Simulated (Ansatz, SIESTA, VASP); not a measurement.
**Code comparison for Ca₂GaCu₂ (Immm, 5 atoms in the cell)**

Self-consistent single point.

```
CELL_PARAMETERS angstrom
     -2.18686     2.72865     4.58024
      2.18686    -2.72865     4.58024
      2.18686     2.72865    -4.58024
ATOMIC_POSITIONS crystal
  Ca 0.30549 0.80549 0.50000
  Ca 0.69451 0.19451 0.50000
  Ga 0.00000 0.00000 0.00000
  Cu 0.74647 0.50000 0.24647
  Cu 0.25353 0.50000 0.75353
```

Shared settings, as Ansatz (a program for electronic structure) writes them: kpoints.mp_grid.grid = 8 8 8; scf.occupations.method = fermi_dirac; scf.occupations.width = 0.1 eV. Potentials and cutoffs stand in the table.

| code | model | pressure (GPa) | largest force (eV/Å) | cutoff |
|---|---|---|---|---|
| Ansatz | PBEsol, default PAW files made with PBE | -4.42 | 0.070 | 420 eV |
| VASP | PBEsol, VASP's PBE PAW potentials (set 64) | -4.92 | 0.066 | 300 eV |
| SIESTA | GGA PBEsol, numerical atomic orbitals DZP, PseudoDojo PBEsol standard norm-conserving potentials (rewritten from UPF to PSML) | 1.64 | 0.124 | grid 400 Ry |

On Ansatz's run: spin polarisation is off.

The spread over the programs that give each value: pressure within 6.56 GPa; largest force within 0.058 eV/Å.

SIESTA uses small atom-centred bases, whose incompleteness enters pressures, forces and empty levels differently from a plane-wave cutoff. Ansatz's pressure is given at a fixed set of plane waves, as the other plane-wave codes print theirs. In the pressure, SIESTA (by 6.31) lies more than 1 GPa from the median of the plane-wave programs. In the force vectors, SIESTA (by 0.190) lies more than 0.08 eV/Å from the median of the plane-wave programs.

On the base mesh (5 5 5) the same programs gave: Ansatz pressure -4.52 GPa; SIESTA pressure 1.46 GPa; VASP pressure -5.04 GPa.

VASP's run is marked for a possible Pulay error in its stress at this cutoff; no cutoff test was made.

The starting cell comes from a database of computed structures (which also holds hypothetical and non-ambient phases and stackings), without a prior relaxation at this level. Its lattice was rescaled by a random factor within 2.5 % of one.

Keys are those of Ansatz 0.2.
